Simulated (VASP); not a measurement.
# Ga2O3: structure and properties in VASP, part 2 of 7

Aim: relax Ga2O3, then compute properties on the relaxed cell. The start is a computed cell from the Materials Project.

VASP 6.6.1; rev-vdW-DF2; plane waves and PAW (Ga_d, O).

So far, gap on the k-mesh (eV): step 2 (full relaxation (rev-vdW-DF2)) 2.57.

## (3) Second relaxation

The basis stayed that of the start cell while the cell moved. A rerun from the cell reached resets it; the error of the finite cutoff stays.

INCAR reads:

```
SYSTEM = Ga2O3
PREC = Accurate
ENCUT = 520
EDIFF = 1E-06
NELM = 100
ISMEAR = 0
SIGMA = 0.05
LREAL = .FALSE.
ALGO = Normal
GGA = MK
AGGAC = 0
LUSE_VDW = .TRUE.
PARAM1 = 0.1234
PARAM2 = 0.711357
ZAB_VDW = -1.8867
LASPH = .TRUE.
NBANDS = 54
LORBIT = 11
LWAVE = .FALSE.
LCHARG = .FALSE.
KPAR = 8
IBRION = 2
NSW = 60
ISIF = 3
EDIFFG = -0.01
```

POSCAR reads:

```
Ga2O3
1.0
    2.5166420210      1.4529839482      4.5082001433
   -2.5166420210      1.4529839482      4.5082001433
    0.0000000000     -2.9059678965      4.5082001433
Ga O
4 6
Direct
    0.8559642655      0.8559642655      0.8559642655
    0.6440357345      0.6440357345      0.6440357345
    0.1440357345      0.1440357345      0.1440357345
    0.3559642655      0.3559642655      0.3559642655
    0.7500000000      0.4472698825      0.0527301175
    0.4472698825      0.0527301175      0.7500000000
    0.0527301175      0.7500000000      0.4472698825
    0.2500000000      0.5527301175      0.9472698825
    0.9472698825      0.2500000000      0.5527301175
    0.5527301175      0.9472698825      0.2500000000
```

KPOINTS reads:

```
Automatic mesh
0
Gamma
7 7 7
0 0 0
```

Potentials, in the order of the species: Ga_d and O (PBE family, release 64).

Started as:

```sh
$ mpirun -np 8 vasp_std
```

Output:

```text
[banner, memory and clock lines left out]
running    8 mpi-ranks, on    1 nodes
 distrk:  each k-point on    1 cores,    8 groups
 distr:  one band on    1 cores,    1 groups

 POSCAR found type information on POSCAR GaO
 POSCAR found :  2 types and      10 ions
 [... a notice as in an earlier step ...]

 [... a notice as in an earlier step ...]

 [... a notice as in an earlier step ...]

 LDA part: xc-table for (Slater+PW92), standard interpolation
 POSCAR, INCAR and KPOINTS ok, starting setup
 FFT: planning ... GRIDC
 FFT: planning ... GRID_SOFT
 FFT: planning ... GRID
 WAVECAR not read
 entering main loop
       N       E                     dE             d eps       ncg     rms          rms(c)
DAV:   1     0.123362861553E+04    0.12336E+04   -0.39978E+04  5640   0.305E+03
DAV:   2     0.219541814692E+03   -0.10141E+04   -0.95764E+03  4864   0.820E+02
DAV:   3    -0.279665819273E+02   -0.24751E+03   -0.23986E+03  5522   0.262E+02
DAV:   4    -0.479562587525E+02   -0.19990E+02   -0.19782E+02  6002   0.807E+01
DAV:   5    -0.486649942003E+02   -0.70874E+00   -0.70715E+00  6120   0.154E+01    0.171E+01
DAV:   6    -0.400585879449E+02    0.86064E+01   -0.30808E+01  8636   0.593E+01    0.465E+00
DAV:   7    -0.401773742355E+02   -0.11879E+00   -0.27811E+00  5362   0.966E+00    0.319E+00
DAV:   8    -0.401396790251E+02    0.37695E-01   -0.48630E-01  7008   0.531E+00    0.130E+00
DAV:   9    -0.401082982009E+02    0.31381E-01   -0.17876E-01  7542   0.460E+00    0.173E-01
DAV:  10    -0.401091344112E+02   -0.83621E-03   -0.11311E-02  6612   0.101E+00    0.558E-02
DAV:  11    -0.401091943766E+02   -0.59965E-04   -0.14604E-03  6102   0.450E-01    0.210E-02
DAV:  12    -0.401092105833E+02   -0.16207E-04   -0.22560E-04  5818   0.120E-01    0.150E-02
DAV:  13    -0.401092095946E+02    0.98873E-06   -0.21929E-05  6782   0.278E-02    0.284E-03
DAV:  14    -0.401092094867E+02    0.10793E-06   -0.19538E-06  3874   0.870E-03
   1 F= -.40109209E+02 E0= -.40109209E+02  d E =-.401092E+02
 curvature:   0.00 expect dE= 0.000E+00 dE for cont linesearch  0.000E+00
 trial: gam= 0.00000 g(F)=  0.162E-05 g(S)=  0.262E-03 ort = 0.000E+00 (trialstep = 0.100E+01)
 search vector abs. value=  0.264E-03
 bond charge predicted
       N       E                     dE             d eps       ncg     rms          rms(c)
DAV:   1    -0.401114273077E+02   -0.22177E-02   -0.41327E-02  7266   0.231E+00    0.320E-01
DAV:   2    -0.401096248623E+02    0.18024E-02   -0.48531E-03  7264   0.697E-01    0.138E-01
DAV:   3    -0.401091900785E+02    0.43478E-03   -0.82111E-04  7618   0.418E-01    0.408E-02
DAV:   4    -0.401091276836E+02    0.62395E-04   -0.16114E-04  7934   0.122E-01    0.144E-02
DAV:   5    -0.401091255163E+02    0.21673E-05   -0.56968E-05  6418   0.660E-02    0.427E-03
DAV:   6    -0.401091244720E+02    0.10443E-05   -0.24114E-06  4158   0.123E-02    0.149E-03
DAV:   7    -0.401091243899E+02    0.82033E-07   -0.36045E-07  3078   0.580E-03
   2 F= -.40109124E+02 E0= -.40109124E+02  d E =0.850967E-04
 trial-energy change:    0.000085  1 .order    0.000026   -0.000264    0.000315
 step:   0.3213(harm=  0.4559)  dis= 0.00003  next Energy=   -40.109250 (dE=-0.404E-04)
 bond charge predicted
       N       E                     dE             d eps       ncg     rms          rms(c)
DAV:   1    -0.401102870876E+02   -0.11626E-02   -0.19009E-02  7264   0.157E+00    0.217E-01
DAV:   2    -0.401094639137E+02    0.82317E-03   -0.22312E-03  7294   0.475E-01    0.938E-02
DAV:   3    -0.401092640365E+02    0.19988E-03   -0.38218E-04  7640   0.283E-01    0.276E-02
DAV:   4    -0.401092359233E+02    0.28113E-04   -0.76197E-05  7948   0.832E-02    0.103E-02
DAV:   5    -0.401092352764E+02    0.64682E-06   -0.26813E-05  6426   0.448E-02    0.283E-03
DAV:   6    -0.401092349993E+02    0.27711E-06   -0.10414E-06  3172   0.831E-03
   3 F= -.40109235E+02 E0= -.40109235E+02  d E =-.255126E-04
 curvature:  -0.21 expect dE=-0.250E-05 dE for cont linesearch -0.408E-06
 trial: gam=-0.04080 g(F)=  0.124E-05 g(S)=  0.104E-04 ort = 0.224E-04 (trialstep = 0.864E+00)
 search vector abs. value=  0.103E-04
 reached required accuracy - stopping structural energy minimisation
```

Run time: 7.1 min. Hardware: 8 MPI ranks of AMD EPYC 7R43, shared host; peak memory 5.2 GiB; 57 min of CPU time.

OUTCAR, selected parts (step 3):

```text
  LATTYP: Found a trigonal (rhomboedric) cell.
 ALAT       =     5.3636291769
 COS(alpha) =     0.5596931984

 Found     44 irreducible k-points:

   ENCUT  =  520.0 eV  38.22 Ry    6.18 a.u.   9.97  9.97  9.97*2*pi/ulx,y,z

   NELECT =      88.0000    total number of electrons

 E-fermi :   4.3993

 k-point     1 :       0.0000    0.0000    0.0000
  band No.  band energies     occupation
    ...
     40       3.7894      2.00000
     41       3.7894      2.00000
     42       3.7967      2.00000
     43       3.8680      2.00000
     44       3.8680      2.00000
     45       6.6743      0.00000
     46      10.5075      0.00000
     47      10.7222      0.00000
     48      12.6638      0.00000
     49      14.1406      0.00000
    ...

 k-point     2 :       0.1429    0.0000    0.0000
  band No.  band energies     occupation
    ...
     40       3.5823      2.00000
     41       3.6139      2.00000
     42       3.7085      2.00000
     43       3.9308      2.00000
     44       4.0204      2.00000
     45       7.3389      0.00000
     46      10.4381      0.00000
     47      10.9780      0.00000
     48      12.4037      0.00000
     49      13.3265      0.00000
    ...

Total vdW correction in eV:     15.7801486

  Total        0.0216578      0.0216578     -0.0349785      0.0000000      0.0000000      0.0000000
  in kB        0.3506145      0.3506145     -0.5662605      0.0000000      0.0000000      0.0000000
  external PRESSURE =       0.0449895 kB  Pullay stress =       0.0000000 kB

  energy-cutoff  :      520.00
  volume of cell :       98.97
      direct lattice vectors                 reciprocal lattice vectors
     2.517256067  1.453338468  4.508685963     0.198628978  0.114678494  0.073931371
    -2.517256067  1.453338468  4.508685963    -0.198628978  0.114678494  0.073931371
    -0.000000000 -2.906676935  4.508685963     0.000000000 -0.229356988  0.073931371

 POSITION                                       TOTAL-FORCE (eV/Angst)
 -----------------------------------------------------------------------------------
     -0.00000     -0.00000     11.57785        -0.000000     -0.000000      0.002124
     -0.00000     -0.00000      8.71124        -0.000000      0.000000     -0.002124
     -0.00000     -0.00000      1.94821        -0.000000      0.000000     -0.002124
     -0.00000     -0.00000      4.81482        -0.000000     -0.000000      0.002124
      0.76206      1.58674      5.63586         0.000562     -0.000973      0.000000
      0.99313     -1.45334      5.63586        -0.001123     -0.000000     -0.000000
     -1.75519     -0.13340      5.63586         0.000562      0.000973     -0.000000
     -0.76206     -1.58674      7.89020        -0.000562      0.000973     -0.000000
      1.75519      0.13340      7.89020        -0.000562     -0.000973      0.000000
     -0.99313      1.45334      7.89020         0.001123     -0.000000     -0.000000
 -----------------------------------------------------------------------------------
    total drift:                                0.000000     -0.000000     -0.000000

  FREE ENERGIE OF THE ION-ELECTRON SYSTEM (eV)
  ---------------------------------------------------
  free  energy   TOTEN  =       -40.1092349993 eV

  energy  without entropy=      -40.1092349993  energy(sigma->0) =      -40.10923500

Total vdW correction in eV:     15.7801065

 total charge
# of ion       s       p       d       tot
------------------------------------------
    1        0.670   0.711  10.236  11.617
    2        0.670   0.711  10.236  11.617
    3        0.670   0.711  10.236  11.617
    4        0.670   0.711  10.236  11.617
    5        1.552   3.497   0.000   5.050
    6        1.552   3.497   0.000   5.050
    7        1.552   3.497   0.000   5.050
    8        1.552   3.497   0.000   5.050
    9        1.552   3.497   0.000   5.050
   10        1.552   3.497   0.000   5.050
--------------------------------------------------
tot         11.994  23.827  40.943  76.764

[... 5 parts as in an earlier step ...]

[... 7 further parts left out ...]
```

CONTCAR:

```
Ga2O3
   1.00000000000000
     2.5172560665198715    1.4533384675461478    4.5086859627817191
    -2.5172560665198715    1.4533384675461478    4.5086859627817191
    -0.0000000000000000   -2.9066769351923307    4.5086859627817226
  Ga              O
     4     6
Direct
     0.8559659972473582    0.8559659972473582    0.8559659972473582
     0.6440340027526418    0.6440340027526418    0.6440340027526418
     0.1440340027526417    0.1440340027526417    0.1440340027526417
     0.3559659972473583    0.3559659972473583    0.3559659972473583
     0.7500000000000000    0.4472636660105538    0.0527363339894462
     0.4472636660105538    0.0527363339894462    0.7500000000000000
     0.0527363339894462    0.7500000000000000    0.4472636660105538
     0.2500000000000000    0.5527363339894462    0.9472636660105538
     0.9472636660105538    0.2500000000000000    0.5527363339894462
     0.5527363339894462    0.9472636660105538    0.2500000000000000
```

Little changed from the start: no atom moved by 0.005 Å and no cell edge by 0.1 %.

This step gave:

- Fermi energy: 4.399 eV
- pressure: 0.004499 GPa
- SCF cycles over all ionic steps: 27
- gap on the k-mesh: 2.567 eV
- least direct gap on the k-mesh: 2.806 eV

It ends with a largest force of 0.002 eV/Å and a pressure of 0.00 GPa. The volume moved by only 0.06 %, so the volume is settled.

(Continued in part 3 of 7.)

[Lines on the potential files, build, host, timing and source positions are cut from VASP's logs without a mark.]

[Logs are printed without paths, hosts, clocks, repeated set-up lines and the standing remarks that a program may print on its own settings, such as how far it seeks lower states.]

[Hosts, paths, dates, database ids (printed as entryN), source tags and the programs' standing remarks are cut or masked in the printed files.]

[A measured line is paired with the nearest computed mode of its activity, which favours agreement.]
